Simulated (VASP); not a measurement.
Given:

```yaml
crystal:
  lattice:
    - [4.41542, 0.00000, 0.00000]
    - [0.00000, 4.41542, 0.00000]
    - [0.00000, 0.00000, 4.41542]
  atoms:
    - { symbol: Ti, position: [0.00000, 0.00000, 0.00000] }
    - { symbol: C, position: [0.50000, 0.50000, 0.50000] }
    - { symbol: C, position: [0.00000, 0.00000, 0.50000] }
    - { symbol: C, position: [0.00000, 0.50000, 0.00000] }
    - { symbol: C, position: [0.50000, 0.00000, 0.00000] }
    - { symbol: Nb, position: [0.50000, 0.50000, 0.00000] }
    - { symbol: Nb, position: [0.50000, 0.00000, 0.50000] }
    - { symbol: Nb, position: [0.00000, 0.50000, 0.50000] }
```

Calculation: PBEsol GGA, VASP's PBE PAW potentials (set 64) (plane waves; VASP 6.6.1). Settings: 520 eV cut-off, Gaussian smearing of 0.050 eV, potentials Ti_sv C Nb_sv.

### Question
What does the run give for the band gap (along the path) with the smallest direct gap where there is one?

### Answer

| Quantity | Value |
|---|---|
| band gap (along the path) | none (metal, semimetal or under 0.01 eV) |

Only differences to runs with the same potentials and settings are physical.

The structure was generated: Nb3TiC4 was put into an ordered model structure (Pm-3m), which need not be its known phase. It was relaxed first. The electron count is odd and the run is not spin-polarised, which forces a metal.
